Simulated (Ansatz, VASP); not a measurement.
**WS2 in two plane-wave programs**

Wanted: the spread between two codes on one cell, functional and k mesh. The structure shown is the end of the Ansatz relaxation below.

Main program and level: Ansatz 0.2.0; plane waves, with VASP 6.6.1 beside it; single point at PBEsol.

## (1) The starting structure

The cell holds 12 atoms: 4 W and 8 S. Cell: a = 6.292 Å, b = 6.292 Å, c = 18.142 Å, α = 90.0°, β = 90.0°, γ = 120.0°. Vacuum lies along c.

## (2) Ansatz: relaxation, PBEsol

Ansatz runs on its PAW soft_1 files.

This run makes the geometry at which the two programs are then compared.

File input.yaml:

```yaml
crystal:
  lattice:
    - [6.3064, 0.0, 0.0]
    - [-3.1532, 5.46150261, 0.0]
    - [0.0, 0.0, 18.142365]
  atoms:
    - { symbol: W, position: [0.33333333, 0.16666667, 0.5] }
    - { symbol: W, position: [0.33333333, 0.66666667, 0.5] }
    - { symbol: W, position: [0.83333333, 0.16666667, 0.5] }
    - { symbol: W, position: [0.83333333, 0.66666667, 0.5] }
    - { symbol: S, position: [0.16666667, 0.33333333, 0.41339704] }
    - { symbol: S, position: [0.16666667, 0.33333333, 0.58660296] }
    - { symbol: S, position: [0.16666667, 0.83333333, 0.41339704] }
    - { symbol: S, position: [0.16666667, 0.83333333, 0.58660296] }
    - { symbol: S, position: [0.66666667, 0.33333333, 0.41339704] }
    - { symbol: S, position: [0.66666667, 0.33333333, 0.58660296] }
    - { symbol: S, position: [0.66666667, 0.83333333, 0.41339704] }
    - { symbol: S, position: [0.66666667, 0.83333333, 0.58660296] }
kpoints:
  mp_grid: { grid: [5, 5, 2] }
scf:
  occupations: { method: fermi_dirac, width: 0.02 }
hamiltonian:
  xc: pbesol
  pseudopotentials: { kind: paw, azcp: { folder: soft_1 }, xc_functional: pbe }
basis:
  ecutwfc: 600
output:
  forces: true
  stress: true
relax:
  f_tol: 0.005
  max_steps: 70
  cell: { stress_tol: 0.02, p_target: 0, fix: [c, alpha, beta, gamma] }
```

Launch:

```bash
ansatz run input.yaml --threads 4 --pin off --max-ram 10240MiB --backend cpu --events-out ev --progress --plain --runs-dir out
```

Numbers of over 12 decimals in the logs are rounded to 6 here.

Output:

```text
Warning: crystal.symmetry: narrowed to the stabiliser of the fixed cell quantities (relax.cell.fix) — unitary ops 48 → 16. The narrowing is safe, since a smaller group never makes results wrong: the run goes on under it, on as many k-points as the starting group would need, or more. Excluded: 32 operations that would move a fixed cell quantity at a test strain (relax.cell.fix fixes c, alpha, beta, gamma). The cell can leave their symmetry as it relaxes.
Engine: ansatz 0.2.0, aarch64-unknown-linux-gnu
Pseudopotentials: kind: paw
Pseudopotential: W, paw, valence charge 14, recommended cutoff 420 eV (normal), soft_1/W.paw.azcp
Pseudopotential: S, paw, valence charge 6, recommended cutoff 420 eV (normal), soft_1/S.paw.azcp
Functional definition: PBEsol
  exchange = pbesol_x
  correlation = pbesol_c
Crystal: 12 atoms, lattice volume = 624.867 Å³
Basis set: ecut = 600 eV, 20893 PW (Γ), exchange–correlation on 108×108×300 points (8 copies of the dense FFT grid, shifted against one another)
Bands: 64, of which v1, the nominal top of the filled ones, is band 52 counted from 1 (51 counted from 0)
Symmetry: 16 space group operations
k-points: 18 of 50 (time reversal used)
Non-local potential: W, projectors of the file, l = 0: 3, l = 1: 2, l = 2: 2, l = 3: 1
Non-local potential: S, projectors of the file, l = 0: 2, l = 1: 2, l = 2: 1
PAW form: soft (Blöchl's): semilocal exchange-correlation on the pseudo side does not see the compensation charge
PAW frozen core: W, regenerated for the run's functional, and the local potential with it (the file was generated under x = pbe(κ = 0.804, μ = 0.219515), c = pbe(β = 0.066725))
PAW frozen core: S, regenerated for the run's functional, and the local potential with it (the file was generated under x = pbe(κ = 0.804, μ = 0.219515), c = pbe(β = 0.066725))
PAW one-centre angular grid: W, 590 points (default); XC on 64 Gauss nodes
PAW one-centre angular grid: S, 110 points (default); XC on 64 Gauss nodes
Initial density: superposition of atomic densities (neutral atoms: chi_scale 0, normalization atom)
Initial wavefunctions: pseudopotential atomic-orbital guess
Functional: x = pbesol(κ = 0.804, μ = 0.123457), c = pbesol(β = 0.046)
SCF iter   1: F=—  HF=-48122.030182 eV  |F-HF|=—  |Δ(HF+E_count)|=         —  Δρ=2.65e-2  dr2=5.11e0  ethr=3.10e-3  ⟨swp⟩=8.7  Hψ=6004  notcnv=0
preconditioner: auto → Resta (q_TF=auto, 2.023 Å⁻¹)  ε∞=3.1  [insulator: Δε(μ)=2.089 eV  Ē_g=8.680 eV  σ=0.020 eV  W_gap=1.00  n_scr=82 (ndim 8)  ℏωp=12.6 eV  f_vac=0.622  D(μ)=0.00/eV (n_scr^D=0)  ε∞_Penn≈3.1  vacuum switching on, ρ_ref=5.5e-3 e/Å³]
SCF iter   2: F=—  HF=-48120.549496 eV  |F-HF|=—  |Δ(HF+E_count)|=    1.48e0  Δρ=1.13e-2  dr2=1.09e0  ethr=3.10e-3  ⟨swp⟩=3.1  Hψ=2105  notcnv=0  defer=80
SCF iter   3: F=—  HF=-48120.382258 eV  |F-HF|=—  |Δ(HF+E_count)|=   1.67e-1  Δρ=6.81e-3  dr2=6.14e-1  ethr=1.05e-3  ⟨swp⟩=4.2  Hψ=2247  notcnv=0  defer=80
SCF iter   4: F=—  HF=-48120.286306 eV  |F-HF|=—  |Δ(HF+E_count)|=   9.60e-2  Δρ=2.02e-3  dr2=2.21e-2  ethr=5.90e-4  ⟨swp⟩=3.8  Hψ=2084  notcnv=0  defer=80
SCF iter   5: F=—  HF=-48120.286520 eV  |F-HF|=—  |Δ(HF+E_count)|=   2.14e-4  Δρ=2.69e-4  dr2=8.89e-4  ethr=2.12e-5  ⟨swp⟩=2.3  Hψ=1924  notcnv=0  defer=80
SCF iter   6: F=—  HF=-48120.287185 eV  |F-HF|=—  |Δ(HF+E_count)|=   6.65e-4  Δρ=5.16e-5  dr2=2.70e-5  ethr=8.55e-7  ⟨swp⟩=2.6  Hψ=2192  notcnv=0  defer=80
SCF iter   7: F=—  HF=-48120.287078 eV  |F-HF|=—  |Δ(HF+E_count)|=   1.08e-4  Δρ=1.12e-5  dr2=1.01e-6  ethr=2.60e-8  ⟨swp⟩=2.2  Hψ=1926  notcnv=0  defer=80
SCF iter   8: F=-48120.287079 eV  HF=-48120.287079 eV  |F-HF|=1.67e-8  |Δ(HF+E_count)|=   1.05e-6  Δρ=2.42e-6  dr2=5.24e-8  ethr=9.62e-11  ⟨swp⟩=6.2  Hψ=5169  notcnv=0
SCF 1 converged in 8 iterations: F = -48120.287079 eV  dr2 = 5.24e-8
  greatest PAW one-centre occupation: 0.999 electrons in one spin orbital (limit 2), on the W atom at site 3 (counted from 0), in its partial waves of l = 0
relax step   1: F+E_penalty+E_count = -48120.28707857 eV  Δ(F+E_penalty+E_count) = +0.000e0 eV  max|allowed force component| = 1.432e-1 eV/Å  Δτ_max = 0.0000 Å  P = -0.426 GPa  Ω = 624.867 Å³  fix = [c, alpha, beta, gamma]  reactions: c -0.461 GPa; gamma +0.000 GPa/rad  (8 SCF iters, dr2 threshold 1.00e-7 eV, accepted)
[...]
relax step   3: F+E_penalty+E_count = -48120.29329310 eV  Δ(F+E_penalty+E_count) = -1.008e-3 eV  max|allowed force component| = 1.298e-2 eV/Å  Δτ_max = 0.0008 Å  P = +0.002 GPa  Ω = 622.348 Å³  energy of the carried Pulay correction = +2.249e-5 eV  fix = [c, alpha, beta, gamma]  reactions: c +0.042 GPa; gamma -0.000 GPa/rad  (5 SCF iters, dr2 threshold 9.34e-8 eV, accepted)
[...]
relax step   4: F+E_penalty+E_count = -48120.29337346 eV  Δ(F+E_penalty+E_count) = -8.036e-5 eV  max|allowed force component| = 9.423e-4 eV/Å  Δτ_max = 0.0011 Å  P = -0.001 GPa  Ω = 621.929 Å³  energy of the carried Pulay correction = +2.623e-5 eV  fix = [c, alpha, beta, gamma]  reactions: c -0.003 GPa; gamma -0.000 GPa/rad  (6 SCF iters, dr2 threshold 1.05e-8 eV, accepted)
[...]
relax step   5: F+E_penalty+E_count = -48120.29334797 eV  Δ(F+E_penalty+E_count) = +2.549e-5 eV  max|allowed force component| = 9.363e-4 eV/Å  Δτ_max = 0.0000 Å  P = -0.001 GPa  Ω = 621.929 Å³  fix = [c, alpha, beta, gamma]  reactions: c -0.003 GPa; gamma -0.000 GPa/rad  stress off target by 6.52e-4 GPa on what of the cell is left free  SCF on the basis re-selected at this cell (its energy is not comparable with the rows above)  (5 SCF iters)
basis re-selected at this cell: Δ(F+E_penalty+E_count) = +2.549e-5 eV, ΔP = +0.000 GPa vs the last step (what re-selecting the basis moved, of the pressure what is left beyond the Pulay correction that the steps carried, after the strain that the cell walked since its last selection, with what the two solves' SCF thresholds leave and, on support functions, any second-order correction that the steps lacked; it is no m [...]
SCF converged after 5 iterations
Free energy (F): -48120.293348 eV
Harris-Foulkes:  -48120.293348 eV  (|F-HF|=2.91e-11)
Internal energy: -48120.293348 eV  (E = F + TS)
E sigma→0 (E₀):  -48120.293348 eV
Fermi energy:    0.942226 eV
--- Per-component energies (eV) ---
  E_band       = -1899.609439
  E_kinetic    = 2539.901689
  E_local      = -55755.979172  (includes V_loc(G=0)·N_el)
  E_nonlocal   = 187.283867
  E_hartree    = 26726.377528
  E_xc         = -1770.964606
  E_vxc        = -1589.399254  (∫ρ·V_xc dr)
  E_paw        = -38542.815185  (= ΣΔE_a)
  E_vpaw       = -734.171623  (= ΣTr[D̂ρ^β])
  E_aug_tail   = 0.000133  (compensation charges beyond the density's cutoff)
  E_ewald      = 18494.519373
  E_core_change = 1.383026  (= ΣΔE_core)
  E_smearing   = -0.000000  (= −TS)
  E_closure    = 0.000000  (closes the sum)
  Σ components = -48120.293348   (vs F -48120.293348, Δ=0.00e0)
--- Forces (eV/Å), atoms counted from 1 ---
  atom   1  W     -0.00000007     0.00000004    -0.00000000
  atom   2  W     -0.00000007     0.00000004    -0.00000000
  atom   3  W     -0.00000007     0.00000004    -0.00000000
  atom   4  W     -0.00000007     0.00000004    -0.00000000
  atom   5  S      0.00000004    -0.00000002     0.00093634
  atom   6  S      0.00000004    -0.00000002    -0.00093634
  atom   7  S      0.00000004    -0.00000002     0.00093634
  atom   8  S      0.00000004    -0.00000002    -0.00093634
  atom   9  S      0.00000004    -0.00000002     0.00093634
  atom  10  S      0.00000004    -0.00000002    -0.00093634
  atom  11  S      0.00000004    -0.00000002     0.00093634
  atom  12  S      0.00000004    -0.00000002    -0.00093634
  max |Σ_I F_I| component: 1.06e-8 eV/Å
--- Stress (GPa, compression-positive) ---
       -0.000652       0.000000      -0.000000
        0.000000      -0.000652      -0.000000
       -0.000000      -0.000000      -0.003028
  P = ⅓ Tr σ = -0.0014 GPa (-0.014 kbar)
--- Relaxed structure (4 steps of the walk, 4 accepted, 1 SCFs on fresh bases) ---
  F+E_penalty+E_count = -48120.29334797 eV   max|allowed force component| = 9.363e-4 eV/Å   (the final SCF, on the basis selected at the relaxed cell)
  cell:  # Å, volume = 621.9290 Å³
    - [6.291557, -1.2166419691497846e-18, 0]
    - [-3.145779, 5.448648, 0]
    - [0, 0, 18.142365]
  atoms:
    - { symbol: W, position: [0.333333, 0.166667, 0.5] }
    - { symbol: W, position: [0.333333, 0.666667, 0.5] }
    - { symbol: W, position: [0.833333, 0.166667, 0.5] }
    - { symbol: W, position: [0.833333, 0.666667, 0.5] }
    - { symbol: S, position: [0.166667, 0.333333, 0.413636] }
    - { symbol: S, position: [0.166667, 0.333333, 0.586364] }
    - { symbol: S, position: [0.166667, 0.833333, 0.413636] }
    - { symbol: S, position: [0.166667, 0.833333, 0.586364] }
    - { symbol: S, position: [0.666667, 0.333333, 0.413636] }
    - { symbol: S, position: [0.666667, 0.333333, 0.586364] }
    - { symbol: S, position: [0.666667, 0.833333, 0.413636] }
    - { symbol: S, position: [0.666667, 0.833333, 0.586364] }
```

The column dr2 measures how far the density is from self-consistency, as an energy; F and HF (Harris–Foulkes) agree once it is small.

(Part 1 of 2 ends here.)

[Lines on the potential files, build, host, timing and source positions are cut from VASP's logs without a mark.]

[Logs are printed without paths, hosts, clocks, repeated set-up lines and the standing remarks that a program may print on its own settings, such as how far it seeks lower states.]

[Hosts, paths, dates, database ids (printed as entryN), source tags and the programs' standing remarks are cut or masked in the printed files.]
